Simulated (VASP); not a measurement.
All values below come from PBEsol GGA, VASP's PBE PAW potentials (set 64) (plane waves; VASP).

The input files of a VASP run:

POSCAR:
```
NiSb
1
    1.8264761223    -3.1635496221    -0.0000000000
    1.8264761223     3.1635496221    -0.0000000000
    0.0000000000     0.0000000000     4.7334461458
Ni Sb
2 2
Direct
  0.0000000000   0.0000000000   0.5000000000
  0.0000000000   0.0000000000   0.0000000000
  0.3333330000   0.6666670000   0.2500000000
  0.6666670000   0.3333330000   0.7500000000
```

**INCAR**
```
SYSTEM = NiSb
PREC = Accurate; ENCUT = 500; LREAL = F
LASPH = T
EDIFF = 1E-6; NELM = 100; ALGO = Normal
LMAXMIX = 4
ISMEAR = 1; SIGMA = 0.1
GGA = PS
IBRION = 2; NSW = 40; ISIF = 3
EDIFFG = -0.02; PSTRESS = 450
LWAVE = F; LCHARG = F
```

File KPOINTS:
```
Automatic
0
G
 10 10 7
```

POTCAR, in this order: Ni Sb (PBE.64 set). Program: vasp_std.

The resulting files:

### OSZICAR
```
       N       E                     dE             d eps       ncg     rms          rms(c)
DAV:   1     0.178983349290E+03    0.17898E+03   -0.12506E+04  2128   0.167E+03
DAV:   2    -0.133785860107E+02   -0.19236E+03   -0.18731E+03  2143   0.334E+02
DAV:   3    -0.226671477829E+02   -0.92886E+01   -0.90756E+01  2446   0.932E+01
DAV:   4    -0.228949838865E+02   -0.22784E+00   -0.22682E+00  2439   0.138E+01
DAV:   5    -0.229023678051E+02   -0.73839E-02   -0.73825E-02  2558   0.258E+00    0.169E+01
DAV:   6    -0.237494775581E+02   -0.84711E+00   -0.28402E+01  2289   0.103E+02    0.131E+01
DAV:   7    -0.213095960980E+02    0.24399E+01   -0.11019E+01  2315   0.743E+01    0.598E+00
DAV:   8    -0.212788699552E+02    0.30726E-01   -0.90062E-01  2364   0.607E+00    0.220E+00
DAV:   9    -0.212266158363E+02    0.52254E-01   -0.18954E-01  2385   0.861E+00    0.577E-01
DAV:  10    -0.212273434644E+02   -0.72763E-03   -0.10496E-02  2248   0.933E-01    0.323E-01
DAV:  11    -0.212267881912E+02    0.55527E-03   -0.54155E-04  3207   0.316E-01    0.869E-02
DAV:  12    -0.212267617532E+02    0.26438E-04   -0.20258E-04  3244   0.195E-01    0.157E-02
DAV:  13    -0.212267609016E+02    0.85170E-06   -0.13868E-05  2214   0.338E-02    0.126E-02
DAV:  14    -0.212267600169E+02    0.88470E-06   -0.35748E-07  1196   0.108E-02
   1 F= -.58629822E+01 E0= -.58629321E+01  d E =-.586298E+01
       N       E                     dE             d eps       ncg     rms          rms(c)
DAV:   1    -0.212677923191E+02   -0.41031E-01   -0.38384E-02  2347   0.330E+00    0.489E-01
DAV:   2    -0.212692194540E+02   -0.14271E-02   -0.47890E-02  2351   0.459E+00    0.506E-01
DAV:   3    -0.212648751715E+02    0.43443E-02   -0.17772E-02  2320   0.287E+00    0.945E-02
DAV:   4    -0.212647676416E+02    0.10753E-03   -0.54668E-04  2289   0.205E-01    0.301E-02
DAV:   5    -0.212647549086E+02    0.12733E-04   -0.43234E-05  2663   0.120E-01    0.103E-02
DAV:   6    -0.212647554469E+02   -0.53835E-06   -0.64816E-06  2890   0.263E-02
   2 F= -.58628201E+01 E0= -.58627403E+01  d E =0.162141E-03
       N       E                     dE             d eps       ncg     rms          rms(c)
DAV:   1    -0.212396021676E+02    0.25153E-01   -0.18997E-02  2347   0.232E+00    0.345E-01
DAV:   2    -0.212403371580E+02   -0.73499E-03   -0.23792E-02  2356   0.323E+00    0.355E-01
DAV:   3    -0.212381715373E+02    0.21656E-02   -0.88407E-03  2301   0.203E+00    0.643E-02
DAV:   4    -0.212381227711E+02    0.48766E-04   -0.28943E-04  2261   0.136E-01    0.241E-02
DAV:   5    -0.212381140281E+02    0.87430E-05   -0.21724E-05  2629   0.873E-02    0.953E-03
DAV:   6    -0.212381130159E+02    0.10122E-05   -0.40551E-06  1948   0.256E-02    0.196E-03
DAV:   7    -0.212381130493E+02   -0.33410E-07   -0.65920E-07  1073   0.808E-03
   3 F= -.58630188E+01 E0= -.58629601E+01  d E =-.365872E-04
       N       E                     dE             d eps       ncg     rms          rms(c)
DAV:   1    -0.212327610370E+02    0.53520E-02   -0.56532E-03  2292   0.707E-01    0.102E-01
DAV:   2    -0.212326517638E+02    0.10927E-03   -0.57229E-04  2359   0.479E-01    0.625E-02
DAV:   3    -0.212326001452E+02    0.51619E-04   -0.32222E-04  2421   0.377E-01    0.471E-02
DAV:   4    -0.212325670413E+02    0.33104E-04   -0.94634E-05  2492   0.166E-01    0.774E-03
DAV:   5    -0.212325672276E+02   -0.18629E-06   -0.73767E-06  2111   0.345E-02
   4 F= -.58630584E+01 E0= -.58629808E+01  d E =-.395926E-04
```

OUTCAR:
```
------------------------ aborting loop because EDIFF is reached ----------------------------------------
  FORCE on cell =-STRESS in cart. coord.  units (eV):
  Direction    XX          YY          ZZ          XY          YZ          ZX
  --------------------------------------------------------------------------------------
  Total       15.4020753     15.4020780     15.4094489      0.0000000     -0.0000000     -0.0000000
  in kB      450.9535060    450.9535856    451.1693946      0.0000000     -0.0000000     -0.0000000
  external PRESSURE =       1.0254954 kB  Pullay stress =     450.0000000 kB
  volume of cell :       54.72
      direct lattice vectors                 reciprocal lattice vectors
     1.827771925 -3.165794118  0.000000000     0.273557107 -0.157938255  0.000000000
     1.827771925  3.165794118  0.000000000     0.273557107  0.157938255  0.000000000
    -0.000000000  0.000000000  4.728499981    -0.000000000 -0.000000000  0.211483558
 POSITION                                       TOTAL-FORCE (eV/Angst)
 -----------------------------------------------------------------------------------
      3.65554      0.00000      2.36425        -0.000000     -0.000000     -0.000000
      3.65554      0.00000      4.72850        -0.000000     -0.000000     -0.000000
      1.82777      1.05527      1.18212         0.000000      0.000000     -0.000000
      1.82777     -1.05527      3.54637         0.000000     -0.000000      0.000000
 -----------------------------------------------------------------------------------
    total drift:                                0.000000      0.000000      0.000000
  FREE ENERGIE OF THE ION-ELECTRON SYSTEM (eV)
  ---------------------------------------------------
  free  energy   TOTEN  =       -21.2325672276 eV

  energy  without entropy=      -21.2323344896  energy(sigma->0) =      -21.23248965
  enthalpy is  TOTEN    =        -5.8630584004 eV   P V=       15.3695088272

 reached required accuracy - stopping structural energy minimisation
```
(Selected blocks of OUTCAR.)

**CONTCAR**
```
NiSb
   1.00000000000000
     1.8277719248688122   -3.1657941180444702    0.0000000000000000
     1.8277719248688122    3.1657941180444702    0.0000000000000000
    -0.0000000000000000    0.0000000000000000    4.7284999814031359
  Ni              Sb
     2     2
Direct
     1.0000000000000000    1.0000000000000000    0.5000000000000000
     1.0000000000000000    1.0000000000000000    1.0000000000000000
     0.3333330000000032    0.6666669999999968    0.2500000000000000
     0.6666669999999968    0.3333330000000032    0.7500000000000000
```

The compound is NiSb in the NiAs type structure. This run relaxes it under an external pressure of 45 GPa. Symmetry was kept, so distortions that lower it aren't found. The run is not spin-polarised, so no magnetic state was tried.
